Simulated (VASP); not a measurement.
HF: single point with PBE+D3(BJ)

Crystal: HF.

```xyz
20
Lattice="7.6174 0.0000 0.0000 0.0000 7.6174 0.0000 0.0000 0.0000 7.6174" Properties=species:S:1:pos:R:3 pbc="T T T"
F     5.3373    2.7763    5.3421
F     6.8731    6.8069    0.3706
F     4.1111    6.0998    5.0123
F     3.6736    2.4485   -0.1895
F     6.5577    5.4999    2.4030
F     3.1804    5.1991    2.6147
F     0.0322    1.3721    1.0168
F     6.3144    3.2404    1.4513
F     3.3919    6.2415    7.6815
F     1.6860    1.5778    6.1055
H     4.6450    2.4250    5.9251
H     6.6862    6.1933    1.0951
H     3.7478    5.5942    5.7784
H     2.8507    2.0520   -0.5824
H     6.5594    4.6081    2.1400
H     3.5591    5.6513    3.3128
H    -0.2863    0.3943    1.0119
H     6.8651    2.4379    1.3696
H     3.2660    5.9299    8.5686
H     1.0327    1.9633    6.6506
```

The cell was built by a generator and needn't be a form met in nature.

```json
{
 "Program": "VASP 6.6.1",
 "Task": "single point",
 "Functional": "PBE",
 "Dispersion": "D3(BJ)",
 "Potentials or basis": "VASP PAW PBE potentials, release 64 (F, H)",
 "Cutoff": "520 eV",
 "k mesh": "1 × 1 × 1",
 "Occupations": "fermi-dirac, width 0.02 eV",
 "Spin": "no spin polarisation",
 "Dipole correction": "no",
 "Further INCAR settings": "LREAL = Auto; ALGO = Fast; EDIFF = 1e-06; NBANDS = 56"
}
```

* Pressure: -0.1 GPa
* Largest force: 2.565 eV/Å
* Band gap on the k mesh: 6.35 eV, direct
* Dispersion energy per atom: -0.014 eV

Forces in eV/Å, atoms in the order of the input:
```
F   -0.657 -0.414  0.411
F    0.225  0.589 -0.222
F   -0.754 -1.001  1.077
F   -0.981 -0.524 -0.648
F    0.051  2.154  0.442
F   -0.956 -0.902 -2.043
F    0.385 -1.213  0.097
F   -0.384  0.734  0.206
F   -0.054  0.041 -0.182
F    0.472 -0.100 -0.130
H    0.796  0.538 -0.208
H   -0.152 -0.402  0.696
H    0.761  1.111 -1.189
H    1.236  0.357  0.359
H   -0.172 -2.503 -0.530
H    0.988  0.999  2.043
H    0.095  0.839 -0.763
H   -0.028 -0.103 -0.023
H    0.046 -0.260  0.303
H   -0.919  0.061  0.304
```

Stress tensor (GPa, compression positive):
```
-0.21 -0.49  0.17
-0.49  0.56  0.57
 0.17  0.57 -0.77
```

Levels at points of the mesh, in eV from the valence-band top:
```tsv
k point	band 36	band 37	band 38	band 39	band 40	band 41	band 42	band 43	band 44	band 45
(0.00, 0.00, 0.00)	-0.98	-0.89	-0.83	-0.05	0.00	6.35	8.20	8.63	9.37	9.55
```

Wall time 28 s on 1 thread of Intel(R) Xeon(R) 6975P-C (Granite Rapids), with other jobs on the host, peak memory 0.45 GiB.
